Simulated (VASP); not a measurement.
Set up this calculation in VASP 6.6.1, as the native input.

* Task: relaxation of cell and atoms
* Functional: PBE
* Potentials or basis: VASP PAW PBE potentials, release 64 (Rb_sv, Hg, Br)
* Cutoff: 600 eV
* k mesh: 3 × 3 × 4
* Occupations: gaussian, width 0.1 eV
* Spin: no spin polarisation
* Dipole correction: no
* Further INCAR settings: ALGO = Normal; EDIFF = 1e-06; IBRION = 2; EDIFFG = -0.04; NSW = 90; ISIF = 3

The structure of Rb2HgBr3 lies in POSCAR:

```
Rb2HgBr3
1.0
    7.5015568200      0.0000000000      0.0000000000
   -3.7507784100      6.4965387700      0.0000000000
    0.0000000000      0.0000000000      4.0595542100
Rb Hg Br
2 1 3
Direct
    0.3333333300      0.6666666700      0.0000000000
    0.6666666700      0.3333333300      0.0000000000
    0.0000000000      0.0000000000      0.0000000000
    0.5000000000      0.0000000000      0.5000000000
    0.5000000000      0.5000000000      0.5000000000
    0.0000000000      0.5000000000      0.5000000000
```

The cell was built by a generator and needn't be a form met in nature.

The cell isn't the ideal one: species swapped into the CeB2Ru3 type (P6/mmm, No. 191).

One way to write it, as run:

INCAR

```
SYSTEM = Rb2HgBr3
PREC = Accurate ; ENCUT = 600
EDIFF = 1E-6 ; ISMEAR = 0
SIGMA = 0.1 ; LREAL = .FALSE.
LASPH = .TRUE. ; NELM = 100
ALGO = Normal ; ISIF = 3
LWAVE = .FALSE. ; LCHARG = .FALSE.
GGA = PE ; IBRION = 2
NSW = 90 ; EDIFFG = -0.04
```

KPOINTS

```
regular mesh
0
G
  3 3 4
  0 0 0
```

Potentials or basis: VASP PAW PBE potentials, release 64 (Rb_sv, Hg, Br).

Launch:

```bash
$ cat potpaw_PBE.64/Rb_sv/POTCAR potpaw_PBE.64/Hg/POTCAR potpaw_PBE.64/Br/POTCAR > POTCAR
$ mpirun -np 1 vasp_std > vasp.out
```

Results of the run:

```json
{
 "Relaxed volume": "51.00 Å³/atom",
 "Relaxed cell": "a = 8.453 Å, b = 8.453 Å, c = 4.945 Å, α = 90.00°, β = 90.00°, γ = 120.00°",
 "Space group after relaxing (to 0.05 Å)": "P6/mmm (No. 191)",
 "Energy gained by relaxing": "371.6 meV/atom",
 "Ionic steps": "5",
 "Pressure after relaxing": "-0.1 GPa",
 "Band gap on the k mesh": "none (metal or under the smearing width)"
}
```

Caveat: the k mesh is coarse (spacing up to 0.39 Å⁻¹), so the values aren't converged; the volume moved by over 15 % at a fixed basis, so the end points are rough; an odd number of electrons without spin polarisation forces a metal; a magnetic or distorted state may lie lower.

Wall time 3.2 min on 1 thread of Intel(R) Xeon(R) 6975P-C (Granite Rapids), on a shared host, peak memory 0.38 GiB.
